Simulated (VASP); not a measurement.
```yaml
crystal:
  lattice:
    - [3.94090, 0.00000, 0.00000]
    - [-1.97045, 3.41292, 0.00000]
    - [0.00000, 0.00000, 6.72454]
  atoms:
    - { symbol: Na, position: [0.00000, 0.00000, 0.02423] }
    - { symbol: Li, position: [0.33333, 0.66667, 0.35473] }
    - { symbol: Zn, position: [0.66667, 0.33333, 0.61366] }
    - { symbol: S, position: [0.33333, 0.66667, 0.73652] }
    - { symbol: S, position: [0.66667, 0.33333, 0.27086] }
```

Calculation: r2SCAN meta-GGA, VASP's PBE PAW potentials (set 64) (plane waves; VASP 6.6.1). Numerical set-up: 520 eV cut-off, 7×7×4 Γ-centred mesh, tetrahedra with Blöchl corrections, potentials Na_pv Li_sv Zn S.

### Question
Give the energies of bands 7 to 20 at the high-symmetry points, in eV from the valence-band maximum.

### Answer

```csv
band,Γ,M,K,A,L,H
7,-6.41,-6.29,-6.30,-6.41,-6.29,-6.30
8,-6.41,-6.27,-6.14,-6.41,-6.27,-6.14
9,-6.15,-6.07,-6.11,-6.25,-6.10,-6.12
10,-6.06,-6.03,-6.08,-6.07,-6.03,-6.08
11,-6.06,-5.94,-5.83,-6.07,-5.93,-5.83
12,-4.19,-4.72,-4.49,-3.39,-4.89,-4.71
13,-0.90,-2.54,-3.49,-1.54,-2.72,-3.35
14,-0.90,-2.18,-1.89,-0.83,-1.95,-2.27
15,-0.24,-2.01,-1.77,-0.83,-1.71,-1.89
16,0.00,-1.33,-1.64,-0.09,-1.03,-1.22
17,0.00,-0.58,-1.50,-0.09,-0.68,-0.93
18,2.50,3.82,5.12,3.22,3.83,4.93
19,5.61,5.25,5.92,6.44,4.47,5.87
20,6.81,6.87,7.52,6.73,5.92,6.14
```

The gap is direct, 2.50 eV, from the valence maximum at Γ to the conduction minimum at Γ.

The structure comes from a computed database's NaLiZnS2 entry (P3m1); how it stands against other phases isn't given here. It was relaxed first.
